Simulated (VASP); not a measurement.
Data:

```
SrTe
1.0
    0.00000     3.36246     3.36246
    3.36246     0.00000     3.36246
    3.36246     3.36246     0.00000
Sr Te
1 1
Direct
  0.00000   0.00000   0.00000
  0.50000   0.50000   0.50000
```

Level of theory: PBE GGA, VASP's PBE PAW potentials (set 64) (plane waves; VASP). Numerical set-up: 520 eV cut-off, Gaussian smearing of 0.050 eV, potentials Sr_sv Te.

Unless said otherwise, spin-orbit coupling is left out, though it shifts the bands of the heavy elements here.

Problem. Give the energies of bands 6 to 11 at the high-symmetry points, in eV from the valence-band maximum.

Solution. 
| band | Γ | X | U | L | W |
|---|---|---|---|---|---|
| 6 | 0.00 | -1.93 | -1.73 | -2.74 | -1.53 |
| 7 | 0.00 | -0.72 | -1.69 | -1.05 | -1.53 |
| 8 | 0.00 | -0.72 | -0.92 | -1.05 | -1.46 |
| 9 | 2.73 | 1.77 | 2.82 | 3.84 | 3.92 |
| 10 | 3.29 | 3.81 | 4.84 | 5.11 | 3.92 |
| 11 | 3.29 | 4.78 | 5.46 | 5.29 | 4.40 |

The gap is indirect, 1.77 eV, from the valence maximum at Γ to the conduction minimum at X.

The compound is SrTe in the rock salt structure. It was relaxed first.
